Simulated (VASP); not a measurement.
Se (space group P3_221): the band gap from VASP (plane waves, PAW) at several levels of theory. Gaps are without spin-orbit coupling. Each level names its cell: its own relaxed one, PBE's, or the starting one. A gap is the smallest over the k-mesh and a band path; hybrids may have named points in place of the path, and GW has the mesh alone.  Without a dispersion term in the relaxation, distances and binding between the weakly bound layers, chains or molecules are unreliable, and so is what depends on them.

```tsv
level	band gap (eV)
r2SCAN (own cell)	1.31
HSE06 (PBE cell)	1.72
```

The cell of the r2SCAN (own cell) run:

```cif
data_Se3
_chemical_formula_sum 'Se3'
_space_group_name_H-M_alt 'P3221'
_space_group_IT_number 154
_space_group_name_Hall 'P 32 2"'
_cell_length_a 4.49824
_cell_length_b 4.49824
_cell_length_c 4.99222
_cell_angle_alpha 90.000
_cell_angle_beta 90.000
_cell_angle_gamma 120.000
loop_
_atom_site_label
_atom_site_type_symbol
_atom_site_symmetry_multiplicity
_atom_site_Wyckoff_symbol
_atom_site_fract_x
_atom_site_fract_y
_atom_site_fract_z
_atom_site_occupancy
Se1 Se 3 b 0.78248 0.78248 0.50000 1
```

Only levels that ran to the end are used. Left out are those held back, those with too coarse a band path, GW runs whose mesh misses a band edge, hybrids' fits of cells that aren't cubic and levels without matching references; a question may draw on a part of the rest.

The structure comes from a measured Se entry (P3_221) of the Crystallography Open Database, whose conditions weren't checked.
